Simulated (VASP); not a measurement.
Given:

```
CELL_PARAMETERS angstrom
     -1.67479     1.67479     1.67479
      1.67479    -1.67479     1.67479
      1.67479     1.67479    -1.67479
ATOMIC_POSITIONS crystal
  Ta 0.00000 0.00000 0.00000
```

These are PBE GGA with D3 dispersion (zero damping), VASP's PBE PAW potentials (set 64) (plane waves; VASP) values and carry that method's errors. Numerical set-up: 520 eV cut-off, 16×16×16 Γ-centred mesh, first-order Methfessel-Paxton smearing of 0.10 eV, potentials Ta_pv.

Unless said otherwise, spin-orbit coupling is left out, though it shifts the bands of the heavy elements here.

Q: Estimate the energy per atom (σ→0), pressure, band gap (on the k-mesh) with the smallest direct gap where there is one.

A: 
| Property | Result |
|---|---|
| band gap (on the k-mesh) | none (metal, semimetal or under 0.01 eV) |
| energy per atom (σ→0) | -1192.5 kJ/mol-atom |
| pressure | -10.96 GPa |

The absolute energy has meaning only against runs of the same code, potentials and settings.

The compound is Ta in the bcc structure. This cell is one point of a volume scan, at 1.06 of the reference volume.
